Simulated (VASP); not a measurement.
VASP runs on AgCl (rock salt) share one base input (PBE GGA, plane waves, VASP's PBE PAW potentials (set 64)) and change the settings named in each case.

**INCAR**
```
SYSTEM = AgCl
PREC = Accurate
ENCUT = 400
EDIFF = 1E-6
NELM = 100
ALGO = Normal
LREAL = .FALSE.
LASPH = .TRUE.
ISMEAR = 0
SIGMA = 0.05
GGA = PE
LMAXMIX = 4
LWAVE = .FALSE.
LCHARG = .FALSE.
ISIF = 2
```

KPOINTS:
```
Automatic
0
Gamma
7 7 7
```

File POSCAR:
```
AgCl
1.0
  0.0000000000   2.8305000000   2.8305000000
  2.8305000000   0.0000000000   2.8305000000
  2.8305000000   2.8305000000   0.0000000000
Ag Cl
1 1
Cart
  0.0000000000   0.0000000000   0.0000000000
  2.8305000000   2.8305000000   2.8305000000
```

POTCAR, in this order: Ag Cl (PBE.64 set). Program: vasp_std.

| change | electronic steps |
|---|---|
| base run | 12 |
| AMIX = 0.2, BMIX = 1.0, IMIX = 1 | 30 |
| AMIX = 0.1, BMIX = 1.0, IMIX = 1 | 28 |
| AMIX = 0.6, BMIX = 3.0, IMIX = 1 | 23 |
| AMIX = 0.05, BMIX = 1.0, IMIX = 4 | 15 |
| AMIX = 0.05, BMIX = 3.0, IMIX = 1 (not converged) | 100 |

Left out are runs that ran out of time, are held back, or changed the cell or the kind of run, fixed moments of cells without a moment, rows past the twelfth, gaps on odd meshes, pressures of charged cells and columns that move by less than the noise.

The compound is AgCl in the rock salt structure. The cell was not relaxed at this level.
